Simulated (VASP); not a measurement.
# PtSe2 (Sudovikovite): phonons from a supercell, part 2 of 3

Aim: the phonon dispersion and thermal properties of PtSe2 (Sudovikovite). The start is a cell from a database of measured crystal structures.

VASP 6.6.1; PBEsol; plane waves and PAW (Pt, Se).

So far. Step 2 (Relax the host): The run ended after 13 ionic steps, 0.025 eV below its first step, once forces and stress met EDIFFG = -0.02. The relaxed cell has a = 3.755, c = 4.865 Å (conventional setting).

The database entry behind the starting cell has ideal inner coordinates that were not refined, so it need not match the best structure at ambient conditions.

## 3. Tight relaxation

Force constants are second derivatives, so residual forces and stress must first be far smaller than in an ordinary relaxation. Smearing and mesh differ from the relaxation before, which can move the cell too.

Contents of INCAR:

```
SYSTEM = PtSe2
PREC = Accurate
ENCUT = 350
EDIFF = 1E-08
NELM = 120
ISMEAR = 1
SIGMA = 0.2
LREAL = .FALSE.
ALGO = Fast
GGA = PS
NBANDS = 17
LASPH = .TRUE.
LORBIT = 11
LWAVE = .FALSE.
LCHARG = .FALSE.
KPAR = 4
IBRION = 1
NSW = 30
ISIF = 3
EDIFFG = -0.002
POTIM = 0.4
```

Contents of POSCAR:

```
PtSe2
1.0
    3.7546383104      0.0000000000      0.0000000000
   -1.8773191552      3.2516121588      0.0000000000
    0.0000000000      0.0000000000      4.8653305636
Pt Se
1 2
Direct
    0.0000000000      0.0000000000      0.0000000000
    0.6666666667      0.3333333333      0.7381884465
    0.3333333333      0.6666666667      0.2618115535
```

Contents of KPOINTS:

```
Automatic mesh
0
Gamma
10 10 7
0 0 0
```

Potentials, in the order of the species: Pt and Se (PBE family, release 64).

The run is started by

```sh
$ mpirun -np 4 vasp_std
```

The program printed:

```text
[banner, memory and clock lines left out]
running    4 mpi-ranks, on    1 nodes
 distrk:  each k-point on    1 cores,    4 groups
 distr:  one band on    1 cores,    1 groups

 POSCAR found type information on POSCAR PtSe
 POSCAR found :  2 types and       3 ions
 [... a notice as in an earlier step ...]

 LDA part: xc-table for (Slater+PW92), standard interpolation
 POSCAR, INCAR and KPOINTS ok, starting setup
 FFT: planning ... GRIDC
 FFT: planning ... GRID_SOFT
 FFT: planning ... GRID
 WAVECAR not read
 entering main loop
       N       E                     dE             d eps       ncg     rms          rms(c)
DAV:   1     0.779068510023E+02    0.77907E+02   -0.81137E+03  2912   0.816E+02
DAV:   2    -0.135671266202E+02   -0.91474E+02   -0.89049E+02  3492   0.183E+02
DAV:   3    -0.167083784932E+02   -0.31413E+01   -0.31039E+01  3249   0.345E+01
DAV:   4    -0.167307382957E+02   -0.22360E-01   -0.22349E-01  3550   0.305E+00
DAV:   5    -0.167309501937E+02   -0.21190E-03   -0.21189E-03  3340   0.293E-01    0.127E+01
RMM:   6    -0.161595269036E+02    0.57142E+00   -0.34201E+00  2720   0.109E+01    0.754E+00
RMM:   7    -0.159313327020E+02    0.22819E+00   -0.39378E-01  2720   0.394E+00    0.395E+00
RMM:   8    -0.159080730069E+02    0.23260E-01   -0.39217E-02  2720   0.127E+00    0.597E-01
RMM:   9    -0.159058576051E+02    0.22154E-02   -0.62734E-03  2721   0.541E-01    0.153E-01
RMM:  10    -0.159058022496E+02    0.55356E-04   -0.10273E-03  2720   0.219E-01    0.558E-02
RMM:  11    -0.159058157395E+02   -0.13490E-04   -0.26090E-04  2743   0.104E-01    0.269E-02
RMM:  12    -0.159058168562E+02   -0.11167E-05   -0.45528E-05  2736   0.457E-02    0.110E-02
RMM:  13    -0.159058174551E+02   -0.59888E-06   -0.11305E-05  2747   0.206E-02    0.647E-03
RMM:  14    -0.159058171012E+02    0.35389E-06   -0.29277E-06  2757   0.115E-02    0.111E-03
RMM:  15    -0.159058171537E+02   -0.52504E-07   -0.67504E-07  2756   0.486E-03    0.151E-03
RMM:  16    -0.159058171054E+02    0.48313E-07   -0.13645E-07  2562   0.243E-03    0.596E-04
RMM:  17    -0.159058171344E+02   -0.28997E-07   -0.43914E-08  2144   0.118E-03    0.609E-04
RMM:  18    -0.159058171360E+02   -0.15680E-08   -0.79344E-09  1756   0.538E-04
   1 F= -.15905817E+02 E0= -.15906001E+02  d E =-.159058E+02
 BRION: g(F)=  0.510E-04 g(S)=  0.190E-03
 bond charge predicted
       N       E                     dE             d eps       ncg     rms          rms(c)
DAV:   1    -0.159062582572E+02   -0.44112E-03   -0.12096E-02  3061   0.722E-01    0.769E-02
RMM:   2    -0.159060602314E+02    0.19803E-03   -0.46825E-04  2720   0.123E-01    0.470E-02
RMM:   3    -0.159060205047E+02    0.39727E-04   -0.10150E-04  2720   0.636E-02    0.212E-02
RMM:   4    -0.159060083843E+02    0.12120E-04   -0.42233E-05  2720   0.336E-02    0.846E-03
RMM:   5    -0.159060083352E+02    0.49016E-07   -0.37208E-06  2720   0.125E-02    0.177E-03
RMM:   6    -0.159060084230E+02   -0.87741E-07   -0.65587E-07  2720   0.465E-03    0.109E-03
RMM:   7    -0.159060084205E+02    0.24334E-08   -0.90950E-08  2512   0.180E-03
   2 F= -.15906008E+02 E0= -.15906193E+02  d E =-.191285E-03
[...]
3 F= -.15906114E+02 E0= -.15906303E+02  d E =-.105254E-03
[...]
4 F= -.15906135E+02 E0= -.15906324E+02  d E =-.212800E-04
[...]
5 F= -.15906144E+02 E0= -.15906333E+02  d E =-.857793E-05
 BRION: g(F)=  0.341E-05 g(S)=  0.303E-05 retain N=  1 mean eig= 5.12
 eig:   5.120
 bond charge predicted
       N       E                     dE             d eps       ncg     rms          rms(c)
DAV:   1    -0.159063882700E+02   -0.24474E-03   -0.11660E-02  2737   0.730E-01    0.965E-02
RMM:   2    -0.159062150734E+02    0.17320E-03   -0.90380E-04  2720   0.203E-01    0.501E-02
RMM:   3    -0.159061712889E+02    0.43785E-04   -0.10423E-04  2720   0.693E-02    0.200E-02
RMM:   4    -0.159061612594E+02    0.10030E-04   -0.43911E-05  2720   0.367E-02    0.879E-03
RMM:   5    -0.159061618940E+02   -0.63460E-06   -0.38281E-06  2721   0.124E-02    0.423E-03
RMM:   6    -0.159061620739E+02   -0.17994E-06   -0.60963E-07  2722   0.463E-03    0.155E-03
RMM:   7    -0.159061620926E+02   -0.18716E-07   -0.12416E-07  2700   0.227E-03    0.416E-04
RMM:   8    -0.159061620801E+02    0.12533E-07   -0.29794E-08  2102   0.976E-04    0.242E-04
RMM:   9    -0.159061620762E+02    0.38742E-08   -0.52516E-09  1763   0.431E-04
   6 F= -.15906162E+02 E0= -.15906352E+02  d E =-.185441E-04
 BRION: g(F)=  0.179E-06 g(S)=  0.208E-06 retain N=  1 mean eig= 6.55
 eig:   6.551
 reached required accuracy - stopping structural energy minimisation
```

Run time: 40 s. Hardware: 4 MPI ranks of AMD EPYC 7R43, shared host; peak memory 0.6 GiB; 2.6 min of CPU time.

From OUTCAR (step 3):

```text
  LATTYP: Found a hexagonal cell.
 ALAT       =     3.7546383104
 C/A-ratio  =     1.2958187078

The static configuration has the point symmetry D_3d.

 Found     80 irreducible k-points:

   k-points           NKPTS =     80   k-points in BZ     NKDIM =     80   number of bands    NBANDS=     17

   dimension x,y,z NGX =    24 NGY =   24 NGZ =   30
   dimension x,y,z NGXF=    48 NGYF=   48 NGZF=   60

   ENCUT  =  350.0 eV  25.72 Ry    5.07 a.u.   5.73  5.73  7.42*2*pi/ulx,y,z

   NELECT =      22.0000    total number of electrons

 E-fermi :   6.5956

 k-point     1 :       0.0000    0.0000    0.0000
  band No.  band energies     occupation
    ...
      6       2.7553      2.00000
      7       2.7553      2.00000
      8       4.1400      2.00000
      9       5.5913      2.00000
     10       5.5913      2.00000
     11       7.3824     -0.00000
     12       7.7807     -0.00000
     13       7.7807     -0.00000
     14       9.8536     -0.00000
     15      10.6807      0.00000
    ...

 k-point     2 :       0.1000   -0.0000    0.0000
  band No.  band energies     occupation
    ...
      6       2.6013      2.00000
      7       2.6776      2.00000
      8       3.8944      2.00000
      9       5.1693      2.00000
     10       5.4291      2.00000
     11       6.6795      0.35452
     12       7.9024     -0.00000
     13       8.0883     -0.00000
     14      10.5775     -0.00000
     15      11.3222      0.00000
    ...

  Total       -0.0025787     -0.0025787     -0.0016953      0.0000000      0.0000000      0.0000000
  in kB       -0.0696732     -0.0696732     -0.0458039      0.0000000      0.0000000      0.0000000
  external PRESSURE =      -0.0617167 kB  Pullay stress =       0.0000000 kB

  energy-cutoff  :      350.00
  volume of cell :       59.30
      direct lattice vectors                 reciprocal lattice vectors
     3.761136003  0.000000000  0.000000000     0.265877118  0.153504226 -0.000000000
    -1.880568002  3.257239326  0.000000000    -0.000000000  0.307008451 -0.000000000
     0.000000000  0.000000000  4.840415166    -0.000000000 -0.000000000  0.206593849

 POSITION                                       TOTAL-FORCE (eV/Angst)
 -----------------------------------------------------------------------------------
      0.00000     -0.00000      0.00000         0.000000     -0.000000      0.000000
      1.88057      1.08575      3.57317        -0.000000     -0.000000     -0.001524
     -0.00000      2.17149      1.26725         0.000000      0.000000      0.001524
 -----------------------------------------------------------------------------------
    total drift:                               -0.000000     -0.000000      0.000000

  FREE ENERGIE OF THE ION-ELECTRON SYSTEM (eV)
  ---------------------------------------------------
  free  energy   TOTEN  =       -15.9061620762 eV

  energy  without entropy=      -15.9067311890  energy(sigma->0) =      -15.90635178

 total charge
# of ion       s       p       d       tot
------------------------------------------
    1        0.675   0.689   8.034   9.397
    2        1.489   2.208   0.072   3.769
    3        1.489   2.208   0.072   3.769
--------------------------------------------------
tot          3.653   5.104   8.178  16.935

[... 2 parts as in an earlier step ...]

[... 7 further parts left out ...]
```

Relaxation path:

| step | energy less that of the first step (eV) | largest force (eV/Å) | pressure (GPa) | volume (Å³) |
| --- | --- | --- | --- | --- |
| 1 | 0.0000 | 0.0257 | -0.02 | 59.40 |
| 2 | -0.0002 | 0.0081 | 0.02 | 59.38 |
| 3 | -0.0003 | 0.0030 | -0.11 | 59.42 |
| 4 | -0.0003 | 0.0078 | -0.03 | 59.38 |
| 5 | -0.0003 | 0.0067 | -0.02 | 59.36 |
| 6 | -0.0003 | 0.0015 | -0.01 | 59.30 |

| conventional cell, symmetrised | before | after | change |
| --- | --- | --- | --- |
| a (Å) | 3.755 | 3.761 | +0.2 % |
| b (Å) | 3.755 | 3.761 | +0.2 % |
| c (Å) | 4.865 | 4.840 | -0.5 % |
| volume (Å³/atom) | 19.80 | 19.77 | -0.2 % |

Final coordinates:

```xyz
3
Lattice="3.7611 0.0000 0.0000 -1.8806 3.2572 0.0000 0.0000 0.0000 4.8404" Properties=species:S:1:pos:R:3 pbc="T T T"
Pt    0.0000    0.0000    0.0000
Se    1.8806    1.0857    3.5732
Se    0.0000    2.1715    1.2672
```

This step gave:

```yaml
electronic_cycles: 56
fermi_energy: 6.596 eV
pressure: -0.006172 GPa
```

The run ended after 6 ionic steps, 0.000 eV below its first step, once forces and stress met EDIFFG = -0.002.

## 4. Force constants in the supercell

System of this step: PtSe2 (Sudovikovite). The cell holds 54 atoms: 18 Pt and 36 Se. Its edges and angles: a = 11.283 Å, b = 11.283 Å, c = 9.681 Å, α = 90.0°, β = 90.0°, γ = 120.0°. It derives from PtSe2 (Sudovikovite).

Each independent atom is moved by 0.015 Å both ways; the forces give the force constants out to half the supercell.

Contents of INCAR:

```
SYSTEM = PtSe2
PREC = Accurate
ENCUT = 350
EDIFF = 1E-07
NELM = 120
ISMEAR = 1
SIGMA = 0.2
LREAL = Auto
ALGO = Fast
GGA = PS
NBANDS = 236
LASPH = .TRUE.
LWAVE = .FALSE.
LCHARG = .FALSE.
KPAR = 4
IBRION = 6
NSW = 1
NFREE = 2
POTIM = 0.015
ISIF = 0
ADDGRID = .TRUE.
```

Contents of POSCAR:

```
PtSe2
1.0
   11.2834080093      0.0000000000      0.0000000000
   -5.6417040045      9.7717179771      0.0000000000
    0.0000000000      0.0000000000      9.6808303322
Pt Se
18 36
Direct
    0.0000000000      0.0000000000      0.0000000000
    0.0000000000      0.0000000000      0.5000000000
    0.0000000000      0.3333333333      0.0000000000
    0.0000000000      0.3333333333      0.5000000000
    0.0000000000      0.6666666667      0.0000000000
    0.0000000000      0.6666666667      0.5000000000
    0.3333333333      0.0000000000      0.0000000000
    0.3333333333      0.0000000000      0.5000000000
    0.3333333333      0.3333333333      0.0000000000
    0.3333333333      0.3333333333      0.5000000000
    0.3333333333      0.6666666667      0.0000000000
    0.3333333333      0.6666666667      0.5000000000
    0.6666666667      0.0000000000      0.0000000000
    0.6666666667      0.0000000000      0.5000000000
    0.6666666667      0.3333333333      0.0000000000
    0.6666666667      0.3333333333      0.5000000000
    0.6666666667      0.6666666667      0.0000000000
    0.6666666667      0.6666666667      0.5000000000
    0.2222222222      0.1111111111      0.3690970424
    0.2222222222      0.1111111111      0.8690970424
    0.2222222222      0.4444444444      0.3690970424
    0.2222222222      0.4444444444      0.8690970424
    0.2222222222      0.7777777778      0.3690970424
    0.2222222222      0.7777777778      0.8690970424
    0.5555555556      0.1111111111      0.3690970424
    0.5555555556      0.1111111111      0.8690970424
    0.5555555556      0.4444444444      0.3690970424
    0.5555555556      0.4444444444      0.8690970424
    0.5555555556      0.7777777778      0.3690970424
    0.5555555556      0.7777777778      0.8690970424
    0.8888888889      0.1111111111      0.3690970424
    0.8888888889      0.1111111111      0.8690970424
    0.8888888889      0.4444444444      0.3690970424
    0.8888888889      0.4444444444      0.8690970424
    0.8888888889      0.7777777778      0.3690970424
    0.8888888889      0.7777777778      0.8690970424
    0.1111111111      0.2222222222      0.1309029577
    0.1111111111      0.2222222222      0.6309029576
    0.1111111111      0.5555555556      0.1309029577
    0.1111111111      0.5555555556      0.6309029576
    0.1111111111      0.8888888889      0.1309029577
    0.1111111111      0.8888888889      0.6309029576
    0.4444444444      0.2222222222      0.1309029577
    0.4444444444      0.2222222222      0.6309029576
    0.4444444444      0.5555555556      0.1309029577
    0.4444444444      0.5555555556      0.6309029576
    0.4444444444      0.8888888889      0.1309029577
    0.4444444444      0.8888888889      0.6309029576
    0.7777777778      0.2222222222      0.1309029577
    0.7777777778      0.2222222222      0.6309029576
    0.7777777778      0.5555555556      0.1309029577
    0.7777777778      0.5555555556      0.6309029576
    0.7777777778      0.8888888889      0.1309029577
    0.7777777778      0.8888888889      0.6309029576
```

Contents of KPOINTS:

```
Automatic mesh
0
Gamma
3 3 3
0 0 0
```

The run is started by

```sh
$ mpirun -np 4 vasp_std
```

The program printed:

```text
[banner, memory and clock lines left out]
running    4 mpi-ranks, on    1 nodes
 distrk:  each k-point on    1 cores,    4 groups
 distr:  one band on    1 cores,    1 groups

 POSCAR found type information on POSCAR PtSe
 POSCAR found :  2 types and      54 ions
 [... a notice as in an earlier step ...]

 LDA part: xc-table for (Slater+PW92), standard interpolation
 POSCAR, INCAR and KPOINTS ok, starting setup
 FFT: planning ... GRIDC
 FFT: planning ... GRID_SOFT
 FFT: planning ... GRID
 WAVECAR not read
 entering main loop
       N       E                     dE             d eps       ncg     rms          rms(c)
DAV:   1     0.192206133869E+04    0.19221E+04   -0.14320E+05  3304   0.110E+03
DAV:   2    -0.139900330707E+03   -0.20620E+04   -0.19801E+04  3892   0.242E+02
DAV:   3    -0.296560529401E+03   -0.15666E+03   -0.15084E+03  3736   0.635E+01
DAV:   4    -0.301011419404E+03   -0.44509E+01   -0.43815E+01  3912   0.107E+01
DAV:   5    -0.301131603139E+03   -0.12018E+00   -0.12000E+00  3816   0.159E+00    0.539E+01
RMM:   6    -0.290182557037E+03    0.10949E+02   -0.87511E+01  3304   0.156E+01    0.313E+01
RMM:   7    -0.286787169426E+03    0.33954E+01   -0.11583E+01  3304   0.652E+00    0.149E+01
RMM:   8    -0.286325648136E+03    0.46152E+00   -0.10963E+00  3306   0.194E+00    0.246E+00
RMM:   9    -0.286286529786E+03    0.39118E-01   -0.41204E-01  3348   0.999E-01    0.639E-01
RMM:  10    -0.286291173888E+03   -0.46441E-02   -0.68786E-02  3337   0.469E-01    0.349E-01
RMM:  11    -0.286292600338E+03   -0.14264E-02   -0.33870E-02  3444   0.241E-01    0.192E-01
RMM:  12    -0.286292386873E+03    0.21347E-03   -0.57790E-03  3353   0.121E-01    0.772E-02
RMM:  13    -0.286292542366E+03   -0.15549E-03   -0.18836E-03  3709   0.462E-02    0.250E-02
RMM:  14    -0.286292550274E+03   -0.79081E-05   -0.19960E-04  3365   0.247E-02    0.215E-02
RMM:  15    -0.286292550658E+03   -0.38463E-06   -0.70599E-05  3540   0.125E-02    0.491E-03
RMM:  16    -0.286292553291E+03   -0.26326E-05   -0.17457E-05  3711   0.501E-03    0.124E-02
RMM:  17    -0.286292552040E+03    0.12512E-05   -0.31989E-06  3348   0.259E-03    0.549E-03
RMM:  18    -0.286292551977E+03    0.62377E-07   -0.99470E-07  2955   0.129E-03
   1 F= -.28629255E+03 E0= -.28628902E+03  d E =-.106031E-01
 Found     4 degrees of freedom:
 Finite differences POTIM= 0.01500 DOF=   4
 bond charge predicted
       N       E                     dE             d eps       ncg     rms          rms(c)
DAV:   1    -0.286289256754E+03    0.32953E-02   -0.12250E+00  4788   0.165E+00    0.178E-01
RMM:   2    -0.286290461153E+03   -0.12044E-02   -0.12393E-02  4720   0.261E-01    0.862E-02
RMM:   3    -0.286290578524E+03   -0.11737E-03   -0.18110E-03  4819   0.930E-02    0.497E-02
RMM:   4    -0.286290561200E+03    0.17325E-04   -0.35904E-04  4751   0.380E-02    0.125E-02
RMM:   5    -0.286290568639E+03   -0.74393E-05   -0.96283E-05  5084   0.179E-02    0.656E-03
RMM:   6    -0.286290570008E+03   -0.13687E-05   -0.23285E-05  5228   0.760E-03    0.418E-03
RMM:   7    -0.286290570321E+03   -0.31318E-06   -0.48259E-06  4872   0.346E-03    0.125E-03
RMM:   8    -0.286290570382E+03   -0.60983E-07   -0.10978E-06  4273   0.171E-03    0.108E-03
RMM:   9    -0.286290570404E+03   -0.22304E-07   -0.29555E-07  3132   0.874E-04
   2 F= -.28629057E+03 E0= -.28628704E+03  d E =-.105810E-01
[...]
3 F= -.28629057E+03 E0= -.28628704E+03  d E =-.105808E-01
[...]
4 F= -.28629088E+03 E0= -.28628734E+03  d E =-.106165E-01
[...]
5 F= -.28629088E+03 E0= -.28628734E+03  d E =-.106167E-01
[...]
6 F= -.28629147E+03 E0= -.28628794E+03  d E =-.105882E-01
[...]
7 F= -.28629146E+03 E0= -.28628793E+03  d E =-.105883E-01
[...]
8 F= -.28629152E+03 E0= -.28628788E+03  d E =-.109135E-01
 Finite differences progress:
  Degree of freedom:   4/  4
  Displacement:        1/  2
  Total:               7/  8
 bond charge predicted
       N       E                     dE             d eps       ncg     rms          rms(c)
DAV:   1    -0.286289341501E+03    0.21788E-02   -0.73440E-01  3304   0.126E+00    0.292E-01
RMM:   2    -0.286291244145E+03   -0.19026E-02   -0.24404E-02  3304   0.227E-01    0.108E-01
RMM:   3    -0.286291564350E+03   -0.32021E-03   -0.34924E-03  3509   0.848E-02    0.658E-02
RMM:   4    -0.286291597168E+03   -0.32818E-04   -0.57210E-04  3483   0.329E-02    0.521E-02
RMM:   5    -0.286291589381E+03    0.77865E-05   -0.13276E-04  3320   0.182E-02    0.832E-03
RMM:   6    -0.286291590318E+03   -0.93693E-06   -0.31328E-05  3620   0.753E-03    0.473E-03
RMM:   7    -0.286291590592E+03   -0.27387E-06   -0.60011E-06  3535   0.321E-03    0.306E-03
RMM:   8    -0.286291590648E+03   -0.56520E-07   -0.10517E-06  3097   0.150E-03    0.122E-03
RMM:   9    -0.286291590690E+03   -0.41669E-07   -0.24848E-07  2089   0.756E-04
   9 F= -.28629159E+03 E0= -.28628817E+03  d E =-.102741E-01
 Finite differences progress:
  Degree of freedom:   4/  4
  Displacement:        2/  2
  Total:               8/  8
```

The job ended after 67 min (4 MPI ranks; peak memory 9.7 GiB; 4.4 h of CPU time).

(Part 2 of 3 ends here.)

[Lines on the potential files, build, host, timing and source positions are cut from VASP's logs without a mark.]

[Logs are printed without paths, hosts, clocks, repeated set-up lines and the standing remarks that a program may print on its own settings, such as how far it seeks lower states.]

[Hosts, paths, dates, database ids (printed as entryN), source tags and the programs' standing remarks are cut or masked in the printed files.]

[Runs that stopped without an error message from VASP are left out.]
